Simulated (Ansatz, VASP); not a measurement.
**Al: VASP beside Ansatz**

Aim: how closely do two programs agree when they are given the same cell, functional and k mesh? Of the first pair: The structure shown is the start of the Ansatz relaxation below; VASP solves that cell, so the two are compared at the walk's first step.

Method: plane waves, with VASP 6.6.1 beside it; single point at PBEsol, in Ansatz 0.2.0.

**1. The starting structure**

The cell holds 7 atoms: 7 Al. Its edges and angles: a = 2.864 Å, b = 2.864 Å, c = 26.150 Å, α = 90.0°, β = 90.0°, γ = 90.0°. It derives from Al. As first built, before any earlier steps moved the atoms (in the runner's words): stoichiometric True; symmetric True; series ['metal Al100', 7, 'layers']. Vacuum lies along c.

**2. Ansatz: relaxation, PBEsol**

Ansatz runs on its PAW soft_1 files.

The two programs are compared at the cell with which this relaxation starts, whose forces are those of its first step.

The input, input.yaml:

```yaml
crystal:
  lattice:
    - [2.8637824638, 0.0, 0.0]
    - [0.0, 2.8637824638, 0.0]
    - [0.0, 0.0, 26.15]
  atoms:
    - { symbol: Al, position: [0.0, 0.0, 0.732313576] }
    - { symbol: Al, position: [0.5, 0.5, 0.654875717] }
    - { symbol: Al, position: [0.0, 0.0, 0.577437859] }
    - { symbol: Al, position: [0.5, 0.5, 0.5] }
    - { symbol: Al, position: [0.0, 0.0, 0.422562141] }
    - { symbol: Al, position: [0.5, 0.5, 0.345124283] }
    - { symbol: Al, position: [0.0, 0.0, 0.267686424] }
kpoints:
  mp_grid: { grid: [10, 10, 1] }
scf:
  occupations: { method: fermi_dirac, width: 0.05 }
  n_extra_bands: 8
hamiltonian:
  xc: pbesol
  pseudopotentials: { kind: paw, azcp: { folder: soft_1 }, xc_functional: pbe }
output:
  forces: true
  write_potential: true
  volumetric_format: []
relax:
  f_tol: 0.03
  max_steps: 45
  constraints: [{ sites: [2, 3, 4] }]
```

On the command line:

```bash
$ ansatz run input.yaml --threads 4 --pin off --max-ram 11264MiB --backend cpu --events-out ev --progress --plain --runs-dir out
```

Numbers of over 12 decimals in the logs are rounded to 6 here.

Output:

```text
scf.n_extra_bands = 8 over 11 filled bands (N_el = 21.0): the run solves 19 bands
Engine: ansatz 0.2.0, aarch64-unknown-linux-gnu
Pseudopotentials: kind: paw
Pseudopotential: Al, paw, valence charge 3, recommended cutoff 420 eV (normal), soft_1/Al.paw.azcp
Functional definition: PBEsol
  exchange = pbesol_x
  correlation = pbesol_c
Crystal: 7 atoms, lattice volume = 214.463 Å³
Basis set: ecut = 420 eV, 4187 PW (Γ), exchange–correlation on 40×40×360 points (8 copies of the dense FFT grid, shifted against one another)
Bands: 19, of which v1, the nominal top of the filled ones, is band 11 counted from 1 (10 counted from 0)
Symmetry: 16 space group operations
Space group: P4/mmm (ITA 123), of the structure as read, at distance tolerance 6.0e-5 Å
k-points: 21 of 100
Non-local potential: Al, projectors of the file, l = 0: 2, l = 1: 2, l = 2: 1
PAW form: soft (Blöchl's): semilocal exchange-correlation on the pseudo side does not see the compensation charge
PAW frozen core: Al, regenerated for the run's functional, and the local potential with it (the file was generated under x = pbe(κ = 0.804, μ = 0.219515), c = pbe(β = 0.066725))
PAW one-centre angular grid: Al, 110 points (default); XC on 64 Gauss nodes
Initial density: superposition of atomic densities (neutral atoms: chi_scale 0, normalization atom)
Initial wavefunctions: pseudopotential atomic-orbital guess
Functional: x = pbesol(κ = 0.804, μ = 0.123457), c = pbesol(β = 0.046)
SCF iter   1: F=—  HF=-3671.614589 eV  |F-HF|=—  |Δ(HF+E_count)|=         —  Δρ=1.97e-2  dr2=9.88e0  ethr=3.10e-3  ⟨swp⟩=9.6  Hψ=2899  notcnv=0  defer=7
preconditioner: auto → LDOS  [metal: Δε(μ)=0.053 eV  Ē_g=7.120 eV  σ=0.050 eV  W_gap=0.26  n_scr=14 (ndim 8)  ℏωp=11.6 eV  f_vac=0.343  D(μ)=3.01/eV (n_scr^D=12)  β→1.0]
SCF iter   2: F=—  HF=-3672.114591 eV  |F-HF|=—  |Δ(HF+E_count)|=   5.00e-1  Δρ=2.00e-2  dr2=2.27e1  ethr=3.10e-3  ⟨swp⟩=4.6  Hψ=1116  notcnv=0  defer=38  recentre
SCF iter   3: F=—  HF=-3670.817330 eV  |F-HF|=—  |Δ(HF+E_count)|=    1.30e0  Δρ=7.51e-3  dr2=8.83e-1  ethr=3.10e-3  ⟨swp⟩=4.3  Hψ=1103  notcnv=0  defer=25
SCF iter   4: F=—  HF=-3670.705112 eV  |F-HF|=—  |Δ(HF+E_count)|=   1.12e-1  Δρ=8.51e-4  dr2=1.73e-2  ethr=3.10e-3  ⟨swp⟩=2.1  Hψ=557  notcnv=0  defer=25
SCF iter   5: F=—  HF=-3670.704479 eV  |F-HF|=—  |Δ(HF+E_count)|=   6.33e-4  Δρ=2.17e-4  dr2=1.31e-3  ethr=8.24e-5  ⟨swp⟩=2.4  Hψ=695  notcnv=0  defer=28
SCF iter   6: F=-3670.704431 eV  HF=-3670.704431 eV  |F-HF|=3.16e-7  |Δ(HF+E_count)|=   4.81e-5  Δρ=2.65e-5  dr2=3.12e-6  ethr=1.07e-7  ⟨swp⟩=11.7  Hψ=3455  notcnv=0
SCF 1 converged in 6 iterations: F = -3670.704431 eV  dr2 = 3.12e-6
  Residual-converged pass: ⟨swp⟩=1.0  Hψ=483  notcnv=0  max |occ|·‖R‖ = 7.0e-9 eV (tolerance 1.0e-8 eV)  dr2=3.12e-6  dr2_onsite=3.77e-8  max |Δocc| = 2.5e-10
  greatest PAW one-centre occupation: 0.478 electrons in one spin orbital (limit 2), on the Al atom at site 6 (counted from 0), in its partial waves of l = 0
relax step   1: F+E_penalty+E_count = -3670.70443051 eV  Δ(F+E_penalty+E_count) = +0.000e0 eV  max|allowed force component| = 4.956e-2 eV/Å  Δτ_max = 0.0000 Å  (6 SCF iters, dr2 threshold 2.25e-5 eV, accepted)
[...]
relax step   2: F+E_penalty+E_count = -3670.70522277 eV  Δ(F+E_penalty+E_count) = -7.923e-4 eV  max|allowed force component| = 3.361e-2 eV/Å  Δτ_max = 0.0456 Å  (5 SCF iters, accepted)
[...]
relax step   3: F+E_penalty+E_count = -3670.70584509 eV  Δ(F+E_penalty+E_count) = -6.223e-4 eV  max|allowed force component| = 1.104e-3 eV/Å  Δτ_max = 0.0189 Å  (4 SCF iters, accepted)
NSCF: frozen V_eff on 21 k-points
the band table was solved once a step of the walk had ended and its energy, with any forces and stress, was formed, with the checks that follow a solve (3802 applications of the Hamiltonian). They found nothing against the state; the energy, forces and stress were not computed again (output.eigenvalues in the input reference)
WARN: The output density's exchange-correlation potential varies sharply where the density is thin. Do not read a vacuum level from v_tot or v_xc, or from such a field of the output density. On a cell that repeats whose density bears no net charge and no dipole along the vacuum's axis use v_es (v_loc + v_h of the components); under efield.dipole_correction with no amplitude use v_es + v_field, which holds any externa [...]
SCF converged after 4 iterations
Free energy (F): -3670.705845 eV
Harris-Foulkes:  -3670.705845 eV  (|F-HF|=1.16e-8)
Internal energy: -3670.679502 eV  (E = F + TS)
E sigma→0 (E₀):  -3670.692674 eV
Entropy (-TS):   -0.026343 eV (-3.763 meV/atom)
Fermi energy:    2.345294 eV
--- Per-component energies (eV) ---
  E_band       = -39.758971
  E_kinetic    = 151.974654
  E_local      = -4331.308177  (includes V_loc(G=0)·N_el)
  E_nonlocal   = 70.789045
  E_hartree    = 2146.790469
  E_xc         = -258.365131
  E_vxc        = -200.865416  (∫ρ·V_xc dr)
  E_paw        = -3196.720419  (= ΣΔE_a)
  E_vpaw       = -23.945365  (= ΣTr[D̂ρ^β])
  E_aug_tail   = -0.000018  (compensation charges beyond the density's cutoff)
  E_ewald      = 1746.026100
  E_core_change = 0.133973  (= ΣΔE_core)
  E_smearing   = -0.026343  (= −TS)
  E_closure    = 0.000000  (closes the sum)
  Σ components = -3670.705845   (vs F -3670.705845, Δ=0.00e0)
--- Forces (eV/Å), atoms counted from 1 ---
  atom   1  Al     0.00000000     0.00000000     0.00110437
  atom   2  Al     0.00000000     0.00000000     0.00072927
  atom   3  Al     0.00000000     0.00000000    -0.02891901
  atom   4  Al     0.00000000    -0.00000000     0.00000000
  atom   5  Al     0.00000000     0.00000000     0.02891901
  atom   6  Al     0.00000000     0.00000000    -0.00072927
  atom   7  Al     0.00000000     0.00000000    -0.00110437
  max |Σ_I F_I| component: 1.08e-18 eV/Å
--- Band table (eV; the first three rows and the last of 21) ---
  k-point 0: bands = [... 7 lower, 0.0448, 2.5726, 4.5010, 5.8761, 6.8763, 7.0540, 7.6935, 8.0035, ... 4 higher]
  k-point 1: bands = [... 7 lower, 0.2116, 2.7374, 4.6542, 5.2076, 5.6930, 6.0413, 6.4293, 7.0575, ... 4 higher]
  k-point 2: bands = [... 7 lower, 0.7107, 2.4274, 2.9406, 3.3034, 3.7243, 4.7342, 5.2307, 6.0675, ... 4 higher]
  k-point 20: bands = [... 7 lower, 0.8692, 1.2955, 1.4166, 1.8106, 1.8106, 1.9539, 2.4111, 3.0756, ... 4 higher]
--- Relaxed structure (3 steps of the walk, 3 accepted, 0 SCFs on fresh bases) ---
  F+E_penalty+E_count = -3670.70584509 eV   max|allowed force component| = 1.104e-3 eV/Å
  atoms:
    - { symbol: Al, position: [0, 0, 0.733334] }
    - { symbol: Al, position: [0.5, 0.5, 0.655398] }
    - { symbol: Al, position: [0.0, 0.0, 0.577437859] }
    - { symbol: Al, position: [0.5, 0.5, 0.5] }
    - { symbol: Al, position: [0.0, 0.0, 0.422562] }
    - { symbol: Al, position: [0.5, 0.5, 0.344602] }
    - { symbol: Al, position: [0, 0, 0.266666] }
```

**3. VASP: single point, PBEsol, start cell, pair 1**

The same cell, functional, mesh and smearing now go to VASP, with its own data sets.

Lines of VASP's logs that name or quote its potential files are left out, and so is its time.

The input, INCAR:

```
SYSTEM = Al
PREC = Accurate
ENCUT = 400
EDIFF = 1E-06
NELM = 120
ISMEAR = -1
SIGMA = 0.05
LREAL = .FALSE.
ALGO = Normal
GGA = PS
NBANDS = 17
LORBIT = 11
LWAVE = .FALSE.
LCHARG = .FALSE.
ISIF = 2
LASPH = .TRUE.
GGA_COMPAT = .FALSE.
KPAR = 2
```

The input, POSCAR:

```
Al
1.0
    2.8637824638      0.0000000000      0.0000000000
    0.0000000000      2.8637824638      0.0000000000
    0.0000000000      0.0000000000     26.1500000000
Al
7
Direct
    0.0000000000      0.0000000000      0.7323135755
    0.5000000000      0.5000000000      0.6548757170
    0.0000000000      0.0000000000      0.5774378585
    0.5000000000      0.5000000000      0.5000000000
    0.0000000000      0.0000000000      0.4225621415
    0.5000000000      0.5000000000      0.3451242830
    0.0000000000      0.0000000000      0.2676864245
```

The input, KPOINTS:

```
Automatic mesh
0
Gamma
10 10 1
0 0 0
```

PAW data sets: Al (PBE family, release 64).

On the command line:

```bash
$ mpirun -np 2 vasp_std
```

Output:

```text
[banner, memory and clock lines left out]
running    2 mpi-ranks, on    1 nodes
 distrk:  each k-point on    1 cores,    2 groups
 distr:  one band on    1 cores,    1 groups

 POSCAR found type information on POSCAR Al
 POSCAR found :  1 types and       7 ions
|                                                                             |
|               ----> ADVICE to this user running VASP <----                  |
|                                                                             |
|     You enforced a specific xc type in the INCAR file but a different       |
|     [... a line on the potential file left out ...]
|     I HOPE YOU KNOW WHAT YOU ARE DOING!                                     |
|                                                                             |

 LDA part: xc-table for (Slater+PW92), standard interpolation
 POSCAR, INCAR and KPOINTS ok, starting setup
 FFT: planning ... GRIDC
 FFT: planning ... GRID_SOFT
 FFT: planning ... GRID
 WAVECAR not read
 entering main loop
       N       E                     dE             d eps       ncg     rms          rms(c)
DAV:   1     0.406938687471E+02    0.40694E+02   -0.58414E+03   714   0.726E+02
DAV:   2    -0.254462581924E+02   -0.66140E+02   -0.63466E+02   961   0.128E+02
DAV:   3    -0.282560786230E+02   -0.28098E+01   -0.27469E+01   994   0.264E+01
DAV:   4    -0.283509568917E+02   -0.94878E-01   -0.94035E-01  1178   0.555E+00
DAV:   5    -0.283536848943E+02   -0.27280E-02   -0.27268E-02  1162   0.786E-01    0.391E+00
DAV:   6    -0.284349767352E+02   -0.81292E-01   -0.13795E+01   940   0.119E+01    0.294E+00
DAV:   7    -0.275931849625E+02    0.84179E+00   -0.66413E+00   905   0.102E+01    0.173E+00
DAV:   8    -0.275107542292E+02    0.82431E-01   -0.43572E-01   819   0.248E+00    0.393E-01
DAV:   9    -0.275081509913E+02    0.26032E-02   -0.21842E-02   958   0.803E-01    0.290E-01
DAV:  10    -0.275075062409E+02    0.64475E-03   -0.28554E-03   912   0.279E-01    0.170E-01
DAV:  11    -0.275066695177E+02    0.83672E-03   -0.11715E-03   844   0.157E-01    0.704E-02
DAV:  12    -0.275064724950E+02    0.19702E-03   -0.59809E-04   858   0.887E-02    0.334E-02
DAV:  13    -0.275065164464E+02   -0.43951E-04   -0.11620E-04   869   0.431E-02    0.213E-02
DAV:  14    -0.275065875564E+02   -0.71110E-04   -0.31591E-04   796   0.545E-02    0.153E-02
DAV:  15    -0.275067612883E+02   -0.17373E-03   -0.22060E-05   872   0.213E-02    0.965E-03
DAV:  16    -0.275068790607E+02   -0.11777E-03   -0.93610E-06   868   0.132E-02    0.500E-03
DAV:  17    -0.275069679850E+02   -0.88924E-04   -0.16552E-05   818   0.120E-02    0.437E-03
DAV:  18    -0.275070115766E+02   -0.43592E-04   -0.24713E-06   680   0.515E-03    0.203E-03
DAV:  19    -0.275070447242E+02   -0.33148E-04   -0.36395E-06   637   0.439E-03    0.497E-04
DAV:  20    -0.275070481865E+02   -0.34623E-05   -0.20759E-07   568   0.156E-03    0.434E-04
DAV:  21    -0.275070487729E+02   -0.58642E-06   -0.19154E-08   539   0.688E-04
   1 F= -.27507049E+02 E0= -.27493279E+02  d E =-.275395E-01
```

OUTCAR, selected parts (step 3):

```text
ion  position               nearest neighbor table
   1  0.000  0.000  0.732-   2 2.86   2 2.86   2 2.86   2 2.86
   2  0.500  0.500  0.655-   1 2.86   1 2.86   1 2.86   1 2.86   3 2.86   3 2.86   3 2.86   3 2.86

  LATTYP: Found a simple tetragonal cell.
 ALAT       =     2.8637824638
 C/A-ratio  =     9.1312801620

 Subroutine GETGRP returns: Found 16 space group operations
 (whereof 16 operations were pure point group operations)

The static configuration has the point symmetry D_4h.

 Found     21 irreducible k-points:

   k-points           NKPTS =     21   k-points in BZ     NKDIM =     21   number of bands    NBANDS=     17

   dimension x,y,z NGX =    20 NGY =   20 NGZ =  180
   dimension x,y,z NGXF=    40 NGYF=   40 NGZF=  360

   ENCUT  =  400.0 eV  29.40 Ry    5.42 a.u.   4.67  4.67 42.64*2*pi/ulx,y,z

   NELECT =      21.0000    total number of electrons

 k-points in reciprocal lattice and weights: Automatic mesh
   0.00000000  0.00000000  0.00000000       0.010
   0.10000000  0.00000000  0.00000000       0.040
   0.20000000  0.00000000  0.00000000       0.040
   0.30000000  0.00000000  0.00000000       0.040
   0.40000000  0.00000000  0.00000000       0.040
   0.50000000  0.00000000  0.00000000       0.020
   0.10000000  0.10000000  0.00000000       0.040
   0.20000000  0.10000000  0.00000000       0.080
   0.30000000  0.10000000  0.00000000       0.080
[...]
0.50000000  0.40000000  0.00000000       0.040
   0.50000000  0.50000000  0.00000000       0.010

 average (electrostatic) potential at core
       1 -77.9353       2 -77.9712       3 -77.9831       4 -77.9169       5 -77.9831
       6 -77.9712       7 -77.9353

 E-fermi :   2.3771

 k-point     1 :       0.0000    0.0000    0.0000
  band No.  band energies     occupation
    ...
      4      -6.1581      2.00000
      5      -4.7633      2.00000
      6      -3.1263      2.00000
      7      -1.1852      2.00000
      8       0.0963      2.00000
      9       2.6483      0.00878
     10       4.5853      0.00000
     11       5.9416      0.00000
     12       6.9427      0.00000
     13       7.1062      0.00000
    ...

 k-point     2 :       0.1000    0.0000    0.0000
  band No.  band energies     occupation
    ...
      4      -5.9807      2.00000
      5      -4.5872      2.00000
      6      -2.9518      2.00000
      7      -1.0113      2.00000
      8       0.2633      2.00000
      9       2.8126      0.00033
     10       4.7353      0.00000
     11       5.2241      0.00000
     12       5.6929      0.00000
     13       6.1052      0.00000
    ...

 k-point     3 :       0.2000    0.0000    0.0000
  band No.  band energies     occupation
    ...
      4      -5.4497      2.00000
      5      -4.0605      2.00000
      6      -2.4297      2.00000
      7      -0.4933      2.00000
      8       0.7628      2.00000
      9       2.4396      0.44513
     10       2.9324      0.00003
     11       3.3773      0.00000
     12       3.7413      0.00000
     13       4.7614      0.00000
    ...

  Total       -3.4632133     -3.4632133      0.3425314      0.0000000      0.0000000      0.0000000
  in kB      -25.8724814    -25.8724814      2.5589348      0.0000000      0.0000000      0.0000000
  external PRESSURE =     -16.3953427 kB  Pullay stress =       0.0000000 kB

  energy-cutoff  :      400.00
  volume of cell :      214.46
      direct lattice vectors                 reciprocal lattice vectors
     2.863782464  0.000000000  0.000000000     0.349188534  0.000000000  0.000000000
     0.000000000  2.863782464  0.000000000     0.000000000  0.349188534  0.000000000
     0.000000000  0.000000000 26.150000000     0.000000000  0.000000000  0.038240918

 POSITION                                       TOTAL-FORCE (eV/Angst)
 -----------------------------------------------------------------------------------
      0.00000      0.00000     19.15000         0.000000      0.000000      0.053758
      1.43189      1.43189     17.12500        -0.000000      0.000000      0.003012
      0.00000      0.00000     15.10000         0.000000      0.000000     -0.077686
      1.43189      1.43189     13.07500         0.000000      0.000000      0.000000
      0.00000      0.00000     11.05000         0.000000      0.000000      0.077686
      1.43189      1.43189      9.02500         0.000000     -0.000000     -0.003012
      0.00000      0.00000      7.00000         0.000000     -0.000000     -0.053758
 -----------------------------------------------------------------------------------
    total drift:                               -0.000000     -0.000000      0.000000

  FREE ENERGIE OF THE ION-ELECTRON SYSTEM (eV)
  ---------------------------------------------------
  free  energy   TOTEN  =       -27.5070487729 eV

  energy  without entropy=      -27.4795093016  energy(sigma->0) =      -27.49327904

 total charge
# of ion       s       p       d       tot
------------------------------------------
    1        0.467   0.294   0.000   0.761
    2        0.429   0.338   0.000   0.767
    3        0.430   0.337   0.000   0.768
    4        0.432   0.339   0.000   0.770
    5        0.430   0.337   0.000   0.768
    6        0.429   0.338   0.000   0.767
    7        0.467   0.294   0.000   0.761
--------------------------------------------------
tot          3.084   2.278   0.000   5.362

[... 3 further parts left out ...]
```

This run has no spin polarisation. Its electron count is odd, so without a moment it is a metal by construction.

**4. Side by side**

Known differences besides the potentials themselves: the cutoff is 420 eV in Ansatz and 400 eV in VASP; Ansatz makes its cores anew for this functional, VASP keeps those of its PBE data sets. Total energies have different zeros and are not compared.

Forces (eV/Å; atoms numbered as in POSCAR):

```tsv
atom	Ansatz x, y, z	VASP x, y, z
Al1	0.000, 0.000, 0.050	0.000, 0.000, 0.054
Al2	0.000, 0.000, 0.003	0.000, 0.000, 0.003
Al3	0.000, 0.000, -0.077	0.000, 0.000, -0.078
Al4	0.000, 0.000, 0.000	0.000, 0.000, 0.000
Al5	0.000, 0.000, 0.077	0.000, 0.000, 0.078
Al6	0.000, 0.000, -0.003	0.000, 0.000, -0.003
Al7	0.000, 0.000, -0.050	0.000, 0.000, -0.054
```

The forces differ by 1.3 meV/Å r.m.s., which is 4.5 % of the r.m.s. force of 0.029 eV/Å (both taken over all components). With vacuum in the cell, a pressure given here is an average over mostly empty space and none of the material.

**5. Ansatz: relaxation, PBEsol**

This run makes the geometry at which the two programs are then compared.

The structure compared here is the end of the Ansatz relaxation.

input.yaml is that of step 2.

On the command line:

```bash
$ ansatz run input.yaml --threads 4 --pin off --max-ram 11264MiB --backend cpu --events-out ev --progress --plain --runs-dir out
```

Output:

```text
[...]
Crystal: 7 atoms, lattice volume = 214.463 Å³
Basis set: ecut = 420 eV, 4187 PW (Γ), exchange–correlation on 40×40×360 points (8 copies of the dense FFT grid, shifted against one another)
Bands: 19, of which v1, the nominal top of the filled ones, is band 11 counted from 1 (10 counted from 0)
Symmetry: 16 space group operations
[...]
k-points: 21 of 100
[...]
--- Relaxed structure (3 steps of the walk, 3 accepted, 0 SCFs on fresh bases) ---
  F+E_penalty+E_count = -3670.70584509 eV   max|allowed force component| = 1.104e-3 eV/Å
  atoms:
    - { symbol: Al, position: [0, 0, 0.733334] }
    - { symbol: Al, position: [0.5, 0.5, 0.655398] }
    - { symbol: Al, position: [0.0, 0.0, 0.577437859] }
    - { symbol: Al, position: [0.5, 0.5, 0.5] }
    - { symbol: Al, position: [0.0, 0.0, 0.422562] }
    - { symbol: Al, position: [0.5, 0.5, 0.344602] }
    - { symbol: Al, position: [0, 0, 0.266666] }
[key lines of the parts left out:]
SCF converged after 4 iterations
Free energy (F): -3670.705845 eV
Fermi energy:    2.345294 eV
```

[end of part 1 of 2]

[Lines on the potential files, build, host, timing and source positions are cut from VASP's logs without a mark.]

[Logs are printed without paths, hosts, clocks, repeated set-up lines and the standing remarks that a program may print on its own settings, such as how far it seeks lower states.]

[Hosts, paths, dates, database ids (printed as entryN), source tags and the programs' standing remarks are cut or masked in the printed files.]
